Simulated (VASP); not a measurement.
LaNi:

```
La Ni
1.0
     1.90498   -5.45214    0.00000
     1.90498    5.45214    0.00000
     0.00000    0.00000    4.36346
La Ni
2 2
Direct
  0.86654 0.13346 0.75000
  0.13346 0.86654 0.25000
  0.57280 0.42720 0.75000
  0.42720 0.57280 0.25000
```

The cell comes from a database or a generator and needn't be the stable form of this composition.

```yaml
Program: VASP 6.6.1
Task: relaxation of cell and atoms
Functional: PBEsol
Potentials_or_basis: VASP PAW PBE potentials, release 64 (La, Ni)
Cutoff: 600 eV
k_mesh: 12 × 12 × 10
Occupations: gaussian, width 0.1 eV
Spin: no spin polarisation
```

At the start: pressure -2.7 GPa; volume 22.66 Å³/atom.

**Question.** How do energy, volume and symmetry change on relaxing?

**Answer.** Over 19 steps the energy falls by 8.7 meV/atom and the volume is 21.65 Å³/atom (-4.5 %); space group Cmcm (No. 63, to 0.05 Å).

The path:
```
step  energy change (eV)  largest force (eV/Å)  pressure (GPa)  volume (Å³)
   1              0.0000                0.0662           -2.72        90.64
   2             -0.0278                0.1469            1.10        85.69
   3             -0.0324                0.0855           -0.03        86.99
   4             -0.0324                0.0887            0.05        86.92
   5             -0.0332                0.0603            0.06        86.83
   6             -0.0342                0.0287            0.07        86.64
   7             -0.0342                0.0240            0.09        86.59
   8             -0.0344                0.0177           -0.12        86.78
   9             -0.0345                0.0183           -0.11        86.80
  10             -0.0347                0.0117           -0.04        86.70
  11             -0.0347                0.0108            0.02        86.66
  12             -0.0347                0.0106            0.00        86.64
  13             -0.0347                0.0136            0.06        86.60
  14             -0.0347                0.0104            0.01        86.63
  15             -0.0347                0.0072            0.01        86.63
  16             -0.0348                0.0028           -0.02        86.63
  17             -0.0348                0.0015           -0.03        86.63
  18             -0.0348                0.0029            0.06        86.52
  19             -0.0348                0.0026            0.00        86.58
```

Final structure:
```yaml
crystal:
  lattice:
    - [1.88853, -5.33376, 0.00000]
    - [1.88853, 5.33376, 0.00000]
    - [0.00000, 0.00000, 4.29778]
  atoms:
    - { symbol: La, position: [0.86542, 0.13458, 0.75000] }
    - { symbol: La, position: [0.13458, 0.86542, 0.25000] }
    - { symbol: Ni, position: [0.57452, 0.42548, 0.75000] }
    - { symbol: Ni, position: [0.42548, 0.57452, 0.25000] }
```

Caveat: the PAW data sets were made with another functional, which shifts forces and pressure a little.
